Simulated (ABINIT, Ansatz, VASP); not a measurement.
One structure in several programs: HfO2 (Fm-3m, 3 atoms in the cell)

Self-consistent single point.

```
CELL_PARAMETERS angstrom
      0.00000     2.54178     2.54178
      2.54178     0.00000     2.54178
      2.54178     2.54178     0.00000
ATOMIC_POSITIONS crystal
  Hf 0.00000 0.00000 0.00000
  O  0.25000 0.25000 0.25000
  O  0.75000 0.75000 0.75000
```

Shared settings, as Ansatz (a first-principles code) writes them: kpoints.mp_grid.grid = 4 4 4; scf.occupations.method = fermi_dirac; scf.occupations.width = 0.02 eV. Potentials and cutoffs stand in the table.

| code | model | pressure (GPa) | gap on the mesh (eV) | cutoff |
|---|---|---|---|---|
| ABINIT | PBE, norm-conserving pseudopotentials (PseudoDojo nc-sr-05 PBE standard) | -0.45 | 3.817 | 84 Ry |
| VASP | PBE, VASP's PBE PAW potentials (set 64) | -7.60 | – | 400 eV |
| Ansatz | PBE, default PAW files | 1.13 | 3.766 | default |

A dash marks a value that a program does not give, or that is left out as unsure.

No gap is tabulated for VASP: it is not read from that output, or partly filled or unconverged empty levels leave it unsure.

Gaps are read on the mesh.

On Ansatz's run: spin-orbit coupling is off.

The spread over the programs that give each value: pressure within 8.73 GPa; gap on the mesh within 0.051 eV.

Ansatz's pressure is given at a fixed set of plane waves, as the other plane-wave codes print theirs; with its correction for the finite basis it is 2.06 GPa (the shift of 0.93 GPa shows how far the cutoff is from converged).

On the base mesh (9 9 9) the same programs gave: ABINIT pressure -0.44 GPa, gap on the mesh 3.927 eV; Ansatz pressure 1.19 GPa, gap on the mesh 3.877 eV; VASP pressure -7.73 GPa.

The values differ from the base mesh's, so the mesh still matters here: the table compares the programs at equal settings.

VASP's run is marked for a possible Pulay error in its stress at this cutoff; no cutoff test was made.

The starting cell has typed, rounded lattice constants, without a prior relaxation at this level. Its lattice was rescaled by a random factor within 2.5 % of one.

Left out of this page: Quantum ESPRESSO, GPAW, Elk and SIESTA (not drawn, or without a comparable value); CP2K (on another mesh).

Keys are those of Ansatz 0.2.
